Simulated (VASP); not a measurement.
# A VASP study of SiMo3 (r2SCAN + rVV10): structure first, properties next, part 8 of 8

Wanted: the relaxed cell of SiMo3 and its properties. The start is a cell from a database of measured crystal structures.

VASP 6.6.1; r2SCAN with rVV10; plane waves and PAW (Si, Mo_sv).

So far. Step 6 (Vibrations at Γ (r2SCAN + rVV10)): The three acoustic modes lie within 0.2 cm⁻¹ of zero, and all others are real. By the characters of their eigenvectors the optical modes sort into (cm⁻¹) Raman active: T2g 217, Eg 288; infrared active: T1u 143, T1u 321; silent: T1g 192, T2u 197, A2g 261, T2u 344. With a centre of inversion no mode is active in both. The relaxed cell has a = 4.879 Å (conventional setting).

**8. A single point (r2SCAN + rVV10), changed input**

A single point gives energy, forces and stress at these settings. Some settings are moved from the usual, to see what they do.

INCAR

```
SYSTEM = SiMo3
PREC = Accurate
ENCUT = 700
EDIFF = 1E-06
NELM = 100
ISMEAR = 1
SIGMA = 0.2
LREAL = .FALSE.
ALGO = Normal
METAGGA = R2SCAN
LUSE_VDW = .TRUE.
IVDW_NL = 2
BPARAM = 11.95
CPARAM = 0.0093
LASPH = .TRUE.
NBANDS = 57
LORBIT = 11
LWAVE = .FALSE.
LCHARG = .FALSE.
KPAR = 4
ISIF = 2
```

POSCAR

```
SiMo3
1.0
    4.8791986956      0.0000000000      0.0000000000
    0.0000000000      4.8791986956      0.0000000000
    0.0000000000      0.0000000000      4.8791986956
Si Mo
2 6
Direct
    0.0000000000      0.0000000000      0.0000000000
    0.5000000000      0.5000000000      0.5000000000
    0.2500000000      0.0000000000      0.5000000000
    0.5000000000      0.7500000000      0.0000000000
    0.7500000000      0.0000000000      0.5000000000
    0.5000000000      0.2500000000      0.0000000000
    0.0000000000      0.5000000000      0.7500000000
    0.0000000000      0.5000000000      0.2500000000
```

KPOINTS

```
Automatic mesh
0
Gamma
2 2 2
0 0 0
```

PAW data sets: Si and Mo_sv (PBE family, release 64).

Command:

```sh
> mpirun -np 4 vasp_std
```

The log of the run:

```text
[... set-up lines as in an earlier step ...]
 entering main loop
       N       E                     dE             d eps       ncg     rms          rms(c)
Total rVV10 correction in eV:      1.5476003    94.7548298
Total rVV10 correction in eV:      1.5476003    94.7548298
Total rVV10 correction in eV:      1.5476003    94.7548298
Total rVV10 correction in eV:      1.5476003    94.7548298
DAV:   1     0.122471834198E+04    0.12247E+04   -0.66829E+04   456   0.215E+03
DAV:   2    -0.153934578505E+03   -0.13787E+04   -0.13450E+04   492   0.598E+02
DAV:   3    -0.212104508451E+03   -0.58170E+02   -0.55793E+02   599   0.114E+02
DAV:   4    -0.213210699246E+03   -0.11062E+01   -0.10900E+01   552   0.133E+01
DAV:   5    -0.213237540251E+03   -0.26841E-01   -0.26803E-01   567   0.191E+00    0.525E+01
Total rVV10 correction in eV:      1.4466935    94.7548292
Total rVV10 correction in eV:      1.4466935    94.7548292
Total rVV10 correction in eV:      1.4466935    94.7548292
Total rVV10 correction in eV:      1.4466935    94.7548292
DAV:   6    -0.174363659052E+03    0.38874E+02   -0.25253E+01   476   0.303E+01    0.827E+00
Total rVV10 correction in eV:      1.4197308    94.7548291
Total rVV10 correction in eV:      1.4197308    94.7548291
Total rVV10 correction in eV:      1.4197308    94.7548291
Total rVV10 correction in eV:      1.4197308    94.7548291
DAV:   7    -0.174411426601E+03   -0.47768E-01   -0.93160E-01   560   0.436E+00    0.396E+00
Total rVV10 correction in eV:      1.4032177    94.7548291
Total rVV10 correction in eV:      1.4032177    94.7548291
Total rVV10 correction in eV:      1.4032177    94.7548291
Total rVV10 correction in eV:      1.4032177    94.7548291
DAV:   8    -0.174434381216E+03   -0.22955E-01   -0.22086E-01   516   0.219E+00    0.667E-01
Total rVV10 correction in eV:      1.4016103    94.7548291
Total rVV10 correction in eV:      1.4016103    94.7548291
Total rVV10 correction in eV:      1.4016103    94.7548291
Total rVV10 correction in eV:      1.4016103    94.7548291
DAV:   9    -0.174436664476E+03   -0.22833E-02   -0.80968E-03   598   0.464E-01    0.519E-01
Total rVV10 correction in eV:      1.4022389    94.7548291
Total rVV10 correction in eV:      1.4022389    94.7548291
Total rVV10 correction in eV:      1.4022389    94.7548291
Total rVV10 correction in eV:      1.4022389    94.7548291
DAV:  10    -0.174436369987E+03    0.29449E-03   -0.40462E-03   532   0.203E-01    0.271E-01
Total rVV10 correction in eV:      1.4029854    94.7548291
Total rVV10 correction in eV:      1.4029854    94.7548291
Total rVV10 correction in eV:      1.4029854    94.7548291
Total rVV10 correction in eV:      1.4029854    94.7548291
DAV:  11    -0.174436679585E+03   -0.30960E-03   -0.49045E-04   511   0.138E-01    0.285E-02
Total rVV10 correction in eV:      1.4030462    94.7548291
Total rVV10 correction in eV:      1.4030462    94.7548291
Total rVV10 correction in eV:      1.4030462    94.7548291
Total rVV10 correction in eV:      1.4030462    94.7548291
DAV:  12    -0.174436686410E+03   -0.68250E-05   -0.38297E-05   527   0.350E-02    0.119E-02
Total rVV10 correction in eV:      1.4031096    94.7548291
Total rVV10 correction in eV:      1.4031096    94.7548291
Total rVV10 correction in eV:      1.4031096    94.7548291
Total rVV10 correction in eV:      1.4031096    94.7548291
DAV:  13    -0.174436683546E+03    0.28643E-05   -0.13112E-06   407   0.497E-03    0.303E-03
Total rVV10 correction in eV:      1.4031101    94.7548291
Total rVV10 correction in eV:      1.4031101    94.7548291
Total rVV10 correction in eV:      1.4031101    94.7548291
Total rVV10 correction in eV:      1.4031101    94.7548291
DAV:  14    -0.174436683531E+03    0.15450E-07   -0.15925E-07   332   0.176E-03
Total rVV10 correction in eV:      1.4031154    94.7548291
Total rVV10 correction in eV:      1.4031154    94.7548291
Total rVV10 correction in eV:      1.4031154    94.7548291
Total rVV10 correction in eV:      1.4031154    94.7548291
Total rVV10 correction in eV:      1.4031122    94.7548291
Total rVV10 correction in eV:      1.4031122    94.7548291
Total rVV10 correction in eV:      1.4031122    94.7548291
Total rVV10 correction in eV:      1.4031122    94.7548291
   1 F= -.17443668E+03 E0= -.17444080E+03  d E =0.123408E-01
```

Elapsed: 1.8 min, on 4 MPI ranks of Intel Xeon Platinum 8488C (Sapphire Rapids), shared host; peak memory 2.2 GiB; 6.9 min of CPU time.

OUTCAR, selected parts (step 8):

```text
   k-points           NKPTS =      4   k-points in BZ     NKDIM =      4   number of bands    NBANDS=     57

   ENCUT  =  700.0 eV  51.45 Ry    7.17 a.u.  10.53 10.53 10.53*2*pi/ulx,y,z

   NELECT =      92.0000    total number of electrons

 E-fermi :  12.4551

 k-point     1 :       0.0000    0.0000    0.0000
  band No.  band energies     occupation
    ...
     40      10.4785      2.00000
     41      10.4785      2.00000
     42      10.4785      2.00000
     43      11.1637      2.00000
     44      11.1637      2.00000
     45      14.1784     -0.00000
     46      14.1784     -0.00000
     47      14.1784     -0.00000
     48      15.2446     -0.00000
     49      15.2990     -0.00000
    ...

  Total        1.3186423      1.3186423      1.3186423     -0.0000000      0.0000000      0.0000000
  in kB       18.1882986     18.1882986     18.1882986     -0.0000000      0.0000000      0.0000000
  external PRESSURE =      18.1882986 kB  Pullay stress =       0.0000000 kB

 POSITION                                       TOTAL-FORCE (eV/Angst)
 -----------------------------------------------------------------------------------
      0.00000      0.00000      0.00000        -0.000000     -0.000000      0.000000
      2.43960      2.43960      2.43960        -0.000000     -0.000000      0.000000
      1.21980      0.00000      2.43960        -0.000000      0.000000     -0.000000
      2.43960      3.65940      0.00000        -0.000000     -0.000000     -0.000000
      3.65940      0.00000      2.43960         0.000000      0.000000      0.000000
      2.43960      1.21980      0.00000        -0.000000      0.000000     -0.000000
      0.00000      2.43960      3.65940         0.000000     -0.000000      0.000000
      0.00000      2.43960      1.21980        -0.000000      0.000000     -0.000000
 -----------------------------------------------------------------------------------
    total drift:                                0.000000     -0.000000     -0.000000

  FREE ENERGIE OF THE ION-ELECTRON SYSTEM (eV)
  ---------------------------------------------------
  free  energy   TOTEN  =      -174.4366835306 eV

  energy  without entropy=     -174.4490243756  energy(sigma->0) =     -174.44079715

[... 4 parts as in an earlier step ...]

[... 9 further parts left out ...]
```

The run converged; its settings lie outside those of the reference runs, so its numbers are set aside.

Against the sound run on this cell (electric field gradients (r2SCAN + rVV10)) the energy at zero smearing moves by +91.6 meV an atom and the pressure by +1.84 GPa.

Settings moved from the usual: k-mesh = 2×2×2 and ENCUT = 700.

The mesh holds 4 irreducible points against 20.

**9. What came out**

```
relaxed volume                            : 14.52 Å³/atom
relaxed conventional cell a, b, c         : 4.879, 4.879, 4.879 Å
space group after relaxing, within 0.02 Å : Pm-3n (No. 223)
band gap                                  : none, a metal
DOS at the Fermi level                    : 3.87 states/eV/cell
highest zone-centre mode                  : 344 cm⁻¹
largest field gradient Vzz                : 45.71 V/Å² on Mo3
```

With r2SCAN + rVV10, SiMo3 relaxes to 14.52 Å³/atom in space group Pm-3n (held by the symmetry of the run) and comes out as a metal. Against the listed cell the volume lies -0.6 %. Band structure (r2SCAN + rVV10): Of the bands kept, 5 cross the Fermi level on this path. Vibrations at Γ (r2SCAN + rVV10): The highest mode in this list at Γ, 344.2 cm⁻¹, is mostly motion of Si (84 % of the kinetic energy). Spin-orbit coupling is left out; it would split some degenerate bands. Modes at Γ alone can't show that the crystal is stable at other wave vectors. No search among competing phases was made, and a listed structure need not be the one stable at ambient conditions. All values are for a static lattice at zero temperature.

[Lines on the potential files, build, host, timing and source positions are cut from VASP's logs without a mark.]

[Logs are printed without paths, hosts, clocks, repeated set-up lines and the standing remarks that a program may print on its own settings, such as how far it seeks lower states.]

[Hosts, paths, dates, database ids (printed as entryN), source tags and the programs' standing remarks are cut or masked in the printed files.]

[A measured line is paired with the nearest computed mode of its activity, which favours agreement.]
